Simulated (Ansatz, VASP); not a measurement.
**One calculation of BC4, two programs**

```
CELL_PARAMETERS angstrom
2.89753 0.00000 0.00000
0.00000 4.34070 0.00000
0.00000 0.00000 26.28441
ATOMIC_POSITIONS crystal
B 0.00000 0.50000 0.30436
C 0.75180 0.00000 0.33312
C 0.24820 0.00000 0.33312
C 0.24820 0.00000 0.27561
C 0.75180 0.00000 0.27561
```

Alike in both runs: functional PBE; k mesh 6 × 4 × 1; occupations gaussian, width 0.1 eV; no spin polarisation.

Ansatz relaxed the structure, and its values are those at the end. VASP's run is a single point on that final structure, the one shown.

|  | VASP | Ansatz |
| --- | --- | --- |
| version | VASP 6.6.1 | Ansatz 0.2.0 |
| potentials or method | VASP PAW PBE potentials, release 64 (B, C) | scalar-relativistic, plane waves, PAW |
| plane-wave cutoff (eV) | 520 | 420 |
| valence electrons in the cell | 19 | 19 |

```tsv
	VASP	Ansatz	Ansatz less VASP
gap on the k mesh at the Fermi level (eV)	none	none	-
rms of the force components (eV/Å)	0.037	0.001	-0.0359
```

A gap of «none» marks a metal or a gap that the smearing closes. Ansatz warned: «slab_cell_height_set».

Caveats: the k mesh is coarse (spacing up to 0.36 Å⁻¹), so the values aren't converged.
